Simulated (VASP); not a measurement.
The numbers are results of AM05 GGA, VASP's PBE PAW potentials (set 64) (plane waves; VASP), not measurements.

The input files of a VASP run:

INCAR:
```
! general
SYSTEM  =  NaCl
PREC    =  Accurate
ENCUT   =  520   ! plane-wave cut-off (eV)
LREAL   =  .FALSE.   ! projection in real space or not
LASPH   =  .TRUE.

! electronic loop
EDIFF   =  1E-7
NELM    =  100   ! most electronic steps
ALGO    =  Normal

! smearing
ISMEAR  =  -5   ! tetrahedra, Bloechl

! functional
GGA     =  AM

! ions
ISIF    =  2

! output
LWAVE   =  .FALSE.
LCHARG  =  .TRUE.
LORBIT  =  11
NEDOS   =  601   ! DOS grid
```

**KPOINTS**
```
K-points
0
gamma
9 9 9
0 0 0
```

**POSCAR**
```
NaCl
1
    0.0000000000     2.8423919648     2.8423919648
    2.8423919648     0.0000000000     2.8423919648
    2.8423919648     2.8423919648     0.0000000000
Na Cl
1 1
Direct
  0.0000000000   0.0000000000   0.0000000000
  0.5000000000   0.5000000000   0.5000000000
```

POTCAR, in this order: Na_pv Cl (PBE.64 set). Program: vasp_std.

Q: Predict the energy per atom (σ→0), band gap (on the k-mesh).

A: 
```yaml
energy per atom (σ→0): -3.345 eV/atom
band gap (on the k-mesh): 5.04 eV
```

**OSZICAR**
```
...
DAV:   8    -0.669052286775E+01   -0.86091E-02   -0.14007E-02   785   0.121E+00    0.238E-01
DAV:   9    -0.669047111863E+01    0.51749E-04   -0.25203E-04   947   0.151E-01    0.157E-01
DAV:  10    -0.669068653274E+01   -0.21541E-03   -0.61792E-04   791   0.174E-01    0.824E-02
DAV:  11    -0.669066861996E+01    0.17913E-04   -0.38065E-05   914   0.456E-02    0.234E-02
DAV:  12    -0.669066907618E+01   -0.45622E-06   -0.94979E-06   806   0.207E-02    0.998E-03
DAV:  13    -0.669066973527E+01   -0.65909E-06   -0.12609E-06   803   0.789E-03    0.784E-04
DAV:  14    -0.669066966942E+01    0.65849E-07   -0.11070E-08   628   0.123E-03
   1 F= -.66906697E+01 E0= -.66906697E+01  d E =0.000000E+00
```

The compound is NaCl in the rock salt structure. It was relaxed first.
